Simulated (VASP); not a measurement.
Consider the following.

```
CELL_PARAMETERS angstrom
      1.50441    -2.67667     0.00000
      1.50441     2.67667     0.00000
      0.00000     0.00000     3.17694
ATOMIC_POSITIONS crystal
  Ti 0.00000 0.00000 0.00000
  B  0.33333 0.66667 0.50000
  B  0.68954 0.35620 0.50000
```

These are PBE GGA + U (Dudarev), VASP's PBE PAW potentials (set 64) (plane waves; VASP) values and carry that method's errors. Numerical set-up: 520 eV cut-off, 10×10×9 Γ-centred mesh, first-order Methfessel-Paxton smearing of 0.10 eV, potentials Ti_sv B, U − J: Ti 8.00 eV.

Q: Estimate the energy per atom (σ→0), pressure, largest force, band gap (on the k-mesh) with the smallest direct gap where there is one.

A: 
```json
{
  "band gap (on the k-mesh)": "none (metal, semimetal or under 0.01 eV)",
  "energy per atom (σ→0)": "-6.041 eV/atom",
  "pressure": "18.08 GPa",
  "largest_force": "1.355 eV/Å"
}
```

Total energies compare only between runs with the same potentials, cut-off and functional.

The compound is TiB2 in the AlB2 type structure. The cell was not relaxed at this level, atoms are displaced from their ideal sites. The run is one of a series of settings (LDAU = .TRUE., LDAUJ = 0 0, LDAUL = 2 -1, LDAUTYPE = 2, LDAUU = 8.0 0 against the base run), some of them coarse on purpose.
